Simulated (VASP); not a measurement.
SiNi3 (space group Pm-3m): computed properties

The numbers are results of r2SCAN+rVV10, VASP's PBE PAW potentials (set 64) (plane waves; VASP), not measurements.

```json
{
 "space_group": "Pm-3m (221)",
 "cell": "a = 3.456 Å, b = 3.456 Å, c = 3.456 Å, α = 90.00°, β = 90.00°, γ = 90.00°",
 "volume_per_atom": "10.32 Å³/atom",
 "band gap (over mesh and band path)": "none (metal, semimetal or under 0.01 eV)",
 "cell_moment": "0.03 μB",
 "density": "8.22 g/cm³"
}
```

```
CELL_PARAMETERS angstrom
      3.45573     0.00000     0.00000
      0.00000     3.45573     0.00000
      0.00000     0.00000     3.45573
ATOMIC_POSITIONS crystal
  Si 0.00000 0.00000 0.00000
  Ni 0.00000 0.50000 0.50000
  Ni 0.50000 0.00000 0.50000
  Ni 0.50000 0.50000 0.00000
```

The structure comes from a measured SiNi3 entry (Pm-3m) of the Crystallography Open Database, whose conditions weren't checked. It was relaxed first, which changed the volume by -7 %. Symmetry was kept, so distortions that lower it aren't found.
